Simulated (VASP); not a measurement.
Data:

```
CELL_PARAMETERS angstrom
      0.00000     2.37117     2.37117
      2.37117     0.00000     2.37117
      2.37117     2.37117     0.00000
ATOMIC_POSITIONS crystal
  B  0.00000 0.00000 0.00000
  As 0.25000 0.25000 0.25000
```

These are LDA (Ceperley-Alder, Perdew-Zunger), VASP's LDA PAW potentials (set 64) (plane waves; VASP 6.6.1) values and carry that method's errors. Run with 620 eV cut-off, 10×10×10 Γ-centred mesh, Gaussian smearing of 0.050 eV, potentials B As.

Question: Estimate the energy per atom (σ→0).

Answer: 
```yaml
energy per atom (σ→0): -6464 meV/atom
```

The compound is BAs in the zinc blende structure. It was relaxed first.
